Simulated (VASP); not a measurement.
Energy against volume of CdS (zinc blende). Computed with RPBE GGA, VASP's PBE PAW potentials (set 64) (plane waves; VASP 6.6.1). Settings: 520 eV cut-off, 8×8×8 Γ-centred mesh, Gaussian smearing of 0.050 eV, potentials Cd S.

```csv
V (Å³/atom),E (eV/atom)
25.575,-2.74703
26.391,-2.75976
27.207,-2.76392
28.023,-2.76086
```

### Question
Fit these four points and predict the energy of the run at 28.839 Å³/atom.

### Answer
A cubic in V^(−2/3), the third-order Birch-Murnaghan form, passes through the four points with V0 = 27.25 Å³/atom and B0 = 47 GPa, and gives -2.7517 eV/atom there. The run gave -2.7517 eV/atom, +0.0 meV/atom from the fit; all five points give B0 = 47 GPa.

The compound is CdS in the zinc blende structure, a metastable form; wurtzite is the usual one. It was relaxed first, which changed the volume by +11 %.
